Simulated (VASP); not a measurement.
An input for Quantum ESPRESSO's pw.x (written as the equivalent of a VASP run, and not itself run):

```
&CONTROL
  calculation = 'scf'
  pseudo_dir = './pseudo'
  outdir = './out'
  tprnfor = .true.
  tstress = .true.
/
&SYSTEM
  ibrav = 0
  nat = 3
  ntyp = 2
  ecutwfc = 84
  occupations = 'tetrahedra'
  input_dft = 'pbesol'
/
&ELECTRONS
  conv_thr = 7.3e-09
  electron_maxstep = 100
/
ATOMIC_SPECIES
  Pt 195.084 Pt.upf
  Ge 72.630 Ge.upf
CELL_PARAMETERS angstrom
     4.5774217    0.0000000    0.0000000
    -2.2887108    3.9641638   -0.0000000
     0.0000000   -0.0000000    2.7420288
ATOMIC_POSITIONS crystal
  Pt   0.0000000  0.0000000  0.0000000
  Ge   0.3333330  0.6666670  0.5000000
  Ge   0.6666670  0.3333330  0.5000000
K_POINTS automatic
  9 9 12 0 0 0
```

Write the VASP files for the same calculation (PBEsol).

Several could match; the one computed here: 
### INCAR
```
ALGO = Normal
EDIFF = 1E-7
ENCUT = 400
GGA = PS
ISIF = 2
ISMEAR = -5
LASPH = .TRUE.
LCHARG = .TRUE.
LEFG = .TRUE.
LMAXMIX = 6
LORBIT = 11
LREAL = .FALSE.
LWAVE = .FALSE.
NEDOS = 601
NELM = 100
PREC = Accurate
SYSTEM = Ge2Pt
```

KPOINTS:
```
Automatic mesh
0
Gamma
9 9 12
0 0 0
```

### POSCAR
```
Ge2Pt
1
    4.5774216649     0.0000000000     0.0000000000
   -2.2887108324     3.9641637687    -0.0000000000
    0.0000000000    -0.0000000000     2.7420288041
Pt Ge
1 2
Direct
  0.0000000000   0.0000000000   0.0000000000
  0.3333330000   0.6666670000   0.5000000000
  0.6666670000   0.3333330000   0.5000000000
```

POTCAR, in this order: Pt Ge_d (PBE.64 set). Program: vasp_std.

Limits of the translation: the potentials are each code's own (VASP's PAW set, PseudoDojo norm-conserving files in pw.x), so ENCUT and ecutwfc are chosen apart and not converted; conv_thr bounds pw.x's estimated SCF error, while EDIFF bounds the energy change between steps; the field gradients of LEFG aren't asked of the other code.

The structure was generated: Ge2Pt was put into the AlB2 type (P6/mmm), which need not be its known phase. It was relaxed first, which changed the volume by -41 %.
